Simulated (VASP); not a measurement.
Given:

```
CELL_PARAMETERS angstrom
      2.81480     0.00000     0.00000
      0.00000     2.77257     0.00000
      0.00000     0.00000     4.05023
ATOMIC_POSITIONS crystal
  Ti 0.00000 0.00000 0.00000
  Al 0.50000 0.50000 0.50000
```

Method: r2SCAN meta-GGA, VASP's PBE PAW potentials (set 64) (plane waves; VASP). Settings: 480 eV cut-off, 12×12×8 Γ-centred mesh, first-order Methfessel-Paxton smearing of 0.10 eV, potentials Ti_sv Al.

### Question
Predict the energy per atom (σ→0), pressure, band gap (on the k-mesh) with the smallest direct gap where there is one.

### Answer

```yaml
band gap (on the k-mesh): none (metal, semimetal or under 0.01 eV)
energy per atom (σ→0): -10.294 eV/atom
pressure: 2.02 GPa
```

Total energies compare only between runs with the same potentials, cut-off and functional.

The compound is TiAl in the L1_0 structure. This cell was strained or had an atom moved on purpose. The electron count is odd and the run is not spin-polarised, which forces a metal.
